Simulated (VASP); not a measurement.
Data:

```xyz
2
Lattice="2.8124 0.0000 0.0000 0.0000 2.8124 0.0000 0.0000 0.0000 4.0465" Properties=species:S:1:pos:R:3 pbc="T T T"
Ti     0.0000     0.0000     0.0000
Al     1.4062     1.4062     2.0233
```

All values below come from rev-vdW-DF2, VASP's PBE PAW potentials (set 64) (plane waves; VASP). Run with 520 eV cut-off, 14×14×10 Γ-centred mesh, tetrahedra with Blöchl corrections, potentials Ti_sv Al.

### Question
Tabulate the total density of states (states/eV per cell) against energy (eV; zero at the valence-band maximum or, without a gap, the Fermi level).

### Answer

```json
[
 {"E (eV)": "-9.99", "DOS (states/eV)": "0.00"},
 {"E (eV)": "-9.67", "DOS (states/eV)": "0.00"},
 {"E (eV)": "-9.35", "DOS (states/eV)": "0.00"},
 {"E (eV)": "-8.92", "DOS (states/eV)": "0.07"},
 {"E (eV)": "-8.60", "DOS (states/eV)": "0.15"},
 {"E (eV)": "-8.28", "DOS (states/eV)": "0.20"},
 {"E (eV)": "-7.95", "DOS (states/eV)": "0.25"},
 {"E (eV)": "-7.53", "DOS (states/eV)": "0.37"},
 {"E (eV)": "-7.21", "DOS (states/eV)": "0.38"},
 {"E (eV)": "-6.88", "DOS (states/eV)": "0.38"},
 {"E (eV)": "-6.56", "DOS (states/eV)": "0.39"},
 {"E (eV)": "-6.13", "DOS (states/eV)": "0.40"},
 {"E (eV)": "-5.81", "DOS (states/eV)": "0.42"},
 {"E (eV)": "-5.49", "DOS (states/eV)": "0.44"},
 {"E (eV)": "-5.17", "DOS (states/eV)": "0.52"},
 {"E (eV)": "-4.85", "DOS (states/eV)": "0.58"},
 {"E (eV)": "-4.42", "DOS (states/eV)": "0.46"},
 {"E (eV)": "-4.10", "DOS (states/eV)": "0.48"},
 {"E (eV)": "-3.78", "DOS (states/eV)": "0.52"},
 {"E (eV)": "-3.46", "DOS (states/eV)": "0.61"},
 {"E (eV)": "-3.03", "DOS (states/eV)": "0.74"},
 {"E (eV)": "-2.71", "DOS (states/eV)": "1.03"},
 {"E (eV)": "-2.39", "DOS (states/eV)": "1.22"},
 {"E (eV)": "-2.07", "DOS (states/eV)": "1.34"},
 {"E (eV)": "-1.64", "DOS (states/eV)": "2.41"},
 {"E (eV)": "-1.32", "DOS (states/eV)": "1.41"},
 {"E (eV)": "-1.00", "DOS (states/eV)": "0.92"},
 {"E (eV)": "-0.68", "DOS (states/eV)": "1.77"},
 {"E (eV)": "-0.36", "DOS (states/eV)": "2.16"},
 {"E (eV)": "0.07", "DOS (states/eV)": "1.71"},
 {"E (eV)": "0.39", "DOS (states/eV)": "1.41"},
 {"E (eV)": "0.71", "DOS (states/eV)": "1.12"},
 {"E (eV)": "1.03", "DOS (states/eV)": "1.81"},
 {"E (eV)": "1.46", "DOS (states/eV)": "2.45"},
 {"E (eV)": "1.78", "DOS (states/eV)": "3.16"},
 {"E (eV)": "2.10", "DOS (states/eV)": "3.04"},
 {"E (eV)": "2.42", "DOS (states/eV)": "1.77"},
 {"E (eV)": "2.85", "DOS (states/eV)": "1.06"},
 {"E (eV)": "3.17", "DOS (states/eV)": "1.07"},
 {"E (eV)": "3.50", "DOS (states/eV)": "0.85"}
]
```
Within 2 eV below the Fermi level the largest weight inside VASP's projection spheres is Ti d.

The compound is TiAl in the L1_0 structure. It was relaxed first. The electron count is odd and the run is not spin-polarised, which forces a metal.
